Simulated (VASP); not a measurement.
These are r2SCAN meta-GGA, VASP's PBE PAW potentials (set 64) (plane waves; VASP) values and carry that method's errors.

VASP ran on this input.

### INCAR
```
ALGO  =  Normal
EDIFF  =  1E-7
ENCUT  =  520
ISIF  =  2
ISMEAR  =  -5
LASPH  =  .True.
LCHARG  =  .False.
LMAXMIX  =  4
LMIXTAU  =  .True.
LORBIT  =  11
LREAL  =  .False.
LWAVE  =  .False.
METAGGA  =  R2SCAN
NEDOS  =  601
NELM  =  100
PREC  =  Accurate
SYSTEM  =  MnB
```

**KPOINTS**
```
Regular mesh
0
G
  16 16 16
0 0 0
```

POSCAR:
```
MnB
1
    2.5021333783     0.0000000000     0.0000000000
    0.0000000000     2.5021333783     0.0000000000
    0.0000000000     0.0000000000     2.5021333783
Mn B
1 1
Direct
  0.0000000000   0.0000000000   0.0000000000
  0.5000000000   0.5000000000   0.5000000000
```

File KPOINTS_OPT:
```
k-points along high-symmetry lines
10
Line-mode
Reciprocal
  0.000000   0.000000   0.000000 ! GAMMA
  0.000000   0.500000   0.000000 ! X

  0.000000   0.500000   0.000000 ! X
  0.500000   0.500000   0.000000 ! M

  0.500000   0.500000   0.000000 ! M
  0.000000   0.000000   0.000000 ! GAMMA

  0.000000   0.000000   0.000000 ! GAMMA
  0.500000   0.500000   0.500000 ! R

  0.500000   0.500000   0.500000 ! R
  0.000000   0.500000   0.000000 ! X

  0.500000   0.500000   0.500000 ! R
  0.500000   0.500000   0.000000 ! M
```

POTCAR, in this order: Mn_pv B (PBE.64 set). Program: vasp_std.

The run wrote:

File OUTCAR:
```
 ion  position               nearest neighbor table
   1  0.000  0.000  0.000-   2 2.17   2 2.17   2 2.17   2 2.17   2 2.17   2 2.17   2 2.17   2 2.17
  LATTYP: Found a simple cubic cell.
 ALAT       =     2.5021333783
 Subroutine PRICEL returns:
 Original cell was already a primitive cell.
 Subroutine GETGRP returns: Found 48 space group operations
The static configuration has the point symmetry O_h .
The dynamic configuration has the point symmetry O_h .
 Subroutine INISYM returns: Found 48 space group operations
 Subroutine IBZKPT returns following result:
 Found    165 irreducible k-points:

 Following reciprocal coordinates:
            Coordinates               Weight
  0.000000  0.000000  0.000000      1.000000
  0.062500  0.000000  0.000000      6.000000
  0.125000  0.000000  0.000000      6.000000
  0.187500  0.000000  0.000000      6.000000
  0.250000  0.000000  0.000000      6.000000
  0.312500  0.000000  0.000000      6.000000
  0.375000  0.000000  0.000000      6.000000
  0.437500  0.000000  0.000000      6.000000
  0.500000  0.000000  0.000000      3.000000
  0.062500  0.062500  0.000000     12.000000
  0.125000  0.062500  0.000000     24.000000
  0.187500  0.062500  0.000000     24.000000
  0.250000  0.062500  0.000000     24.000000
  0.312500  0.062500  0.000000     24.000000
  0.375000  0.062500  0.000000     24.000000
  0.437500  0.062500  0.000000     24.000000
  0.500000  0.062500  0.000000     12.000000
  0.125000  0.125000  0.000000     12.000000
  0.187500  0.125000  0.000000     24.000000
  0.250000  0.125000  0.000000     24.000000
  0.312500  0.125000  0.000000     24.000000
  0.375000  0.125000  0.000000     24.000000
  0.437500  0.125000  0.000000     24.000000
  0.500000  0.125000  0.000000     12.000000
  0.187500  0.187500  0.000000     12.000000
  0.250000  0.187500  0.000000     24.000000
  0.312500  0.187500  0.000000     24.000000
  0.375000  0.187500  0.000000     24.000000
  0.437500  0.187500  0.000000     24.000000
  0.500000  0.187500  0.000000     12.000000
  0.250000  0.250000  0.000000     12.000000
  0.312500  0.250000  0.000000     24.000000
  0.375000  0.250000  0.000000     24.000000
  0.437500  0.250000  0.000000     24.000000
  0.500000  0.250000  0.000000     12.000000
  0.312500  0.312500  0.000000     12.000000
  0.375000  0.312500  0.000000     24.000000
  0.437500  0.312500  0.000000     24.000000
  0.500000  0.312500  0.000000     12.000000
  0.375000  0.375000  0.000000     12.000000
   k-points           NKPTS =    165   k-points in BZ     NKDIM =    165   number of bands    NBANDS=     12
   number of dos      NEDOS =    601   number of ions     NIONS =      2
   total plane-waves  NPLWV =   8000
   dimension x,y,z NGX =    20 NGY =   20 NGZ =   20
   dimension x,y,z NGXF=    40 NGYF=   40 NGZF=   40
   ions per type =               1   1
   PREC   = accura    normal or accurate (medium, high low for compatibility)
   ISTART =      0    job   : 0-new  1-cont  2-samecut
   ICHARG =      2    charge: 1-file 2-atom 10-const
   ISPIN  =      1    spin polarized calculation?
   LNONCOLLINEAR =      F non collinear calculations
   LSORBIT =      F    spin-orbit coupling
   INIWAV =      1    electr: 0-lowe 1-rand  2-diag
   ENCUT  =  520.0 eV  38.22 Ry    6.18 a.u.   4.65  4.65  4.65*2*pi/ulx,y,z
   NELM   =    100;   NELMIN=  2; NELMDL= -5     # of ELM steps
   EDIFF  = 0.1E-06   stopping-criterion for ELM
   LREAL  =      F    real-space projection
   NLSPLINE    = F    spline interpolate recip. space projectors
   LMAXMIX     =    4 max onsite mixed and CHGCAR
   VOSKOWN=      0    Vosko Wilk Nusair interpolation
...
```

### OSZICAR
```
       N       E                     dE             d eps       ncg     rms          rms(c)
DAV:   1     0.992402015232E+02    0.99240E+02   -0.97414E+03  3984   0.172E+03
DAV:   2    -0.244216613136E+02   -0.12366E+03   -0.11717E+03  4192   0.389E+02
DAV:   3    -0.278562740994E+02   -0.34346E+01   -0.33117E+01  4448   0.717E+01
DAV:   4    -0.278941196342E+02   -0.37846E-01   -0.37861E-01  4116   0.702E+00
DAV:   5    -0.278945410963E+02   -0.42146E-03   -0.42101E-03  4232   0.821E-01    0.255E+01
DAV:   6    -0.256865537395E+02    0.22080E+01   -0.40965E+01  3980   0.122E+02    0.180E+01
DAV:   7    -0.216384824022E+02    0.40481E+01   -0.12494E+01  3980   0.644E+01    0.226E+00
DAV:   8    -0.216750127389E+02   -0.36530E-01   -0.32368E-01  3960   0.618E+00    0.173E+00
DAV:   9    -0.216795843192E+02   -0.45716E-02   -0.42418E-02  4004   0.410E+00    0.463E-01
DAV:  10    -0.216776333516E+02    0.19510E-02   -0.10111E-02  3964   0.177E+00    0.141E-01
DAV:  11    -0.216781819069E+02   -0.54856E-03   -0.24565E-03  4020   0.531E-01    0.663E-02
DAV:  12    -0.216788554880E+02   -0.67358E-03   -0.35326E-04  4024   0.233E-01    0.187E-02
DAV:  13    -0.216789018318E+02   -0.46344E-04   -0.37817E-05  4024   0.925E-02    0.103E-02
DAV:  14    -0.216789056266E+02   -0.37948E-05   -0.72388E-06  4064   0.398E-02    0.158E-03
DAV:  15    -0.216789059934E+02   -0.36676E-06   -0.23129E-07  3904   0.597E-03    0.943E-04
DAV:  16    -0.216789055065E+02    0.48690E-06   -0.18615E-08  1996   0.157E-03    0.183E-04
DAV:  17    -0.216789054987E+02    0.77521E-08   -0.62320E-09  1980   0.119E-03
   1 F= -.21678905E+02 E0= -.21678905E+02  d E =0.000000E+00
       N       E                     dE             ncg
```

**OUTCAR**
```
------------------------ aborting loop because EDIFF is reached ----------------------------------------
  FORCE on cell =-STRESS in cart. coord.  units (eV):
  Direction    XX          YY          ZZ          XY          YZ          ZX
  --------------------------------------------------------------------------------------
  Total       -0.0258931     -0.0258931     -0.0258931      0.0000000      0.0000000      0.0000000
  in kB       -2.6482720     -2.6482720     -2.6482720      0.0000000      0.0000000      0.0000000
  external PRESSURE =      -2.6482720 kB  Pullay stress =       0.0000000 kB
  volume of cell :       15.67
      direct lattice vectors                 reciprocal lattice vectors
     2.502133378  0.000000000  0.000000000     0.399658951  0.000000000  0.000000000
     0.000000000  2.502133378  0.000000000     0.000000000  0.399658951  0.000000000
     0.000000000  0.000000000  2.502133378     0.000000000  0.000000000  0.399658951
 POSITION                                       TOTAL-FORCE (eV/Angst)
 -----------------------------------------------------------------------------------
      0.00000      0.00000      0.00000         0.000000      0.000000      0.000000
      1.25107      1.25107      1.25107         0.000000      0.000000      0.000000
 -----------------------------------------------------------------------------------
    total drift:                               -0.000000      0.000000     -0.000000
  FREE ENERGIE OF THE ION-ELECTRON SYSTEM (eV)
  ---------------------------------------------------
  free  energy   TOTEN  =       -21.6789054987 eV

  energy  without entropy=      -21.6789054987  energy(sigma->0) =      -21.67890550

 total charge

# of ion       s       p       d       tot
------------------------------------------
    1        0.414   6.467   5.392  12.273
    2        0.672   1.127   0.000   1.799
--------------------------------------------------
tot          1.086   7.594   5.392  14.072
```
(Selected blocks of OUTCAR.)

For a metal the tetrahedron method with Blöchl corrections gives inexact stress and forces.

The structure was generated: MnB was put into the CsCl type type (Pm-3m), which need not be its known phase. It was relaxed first, which changed the volume by -36 %. The run is not spin-polarised, so no magnetic state was tried.
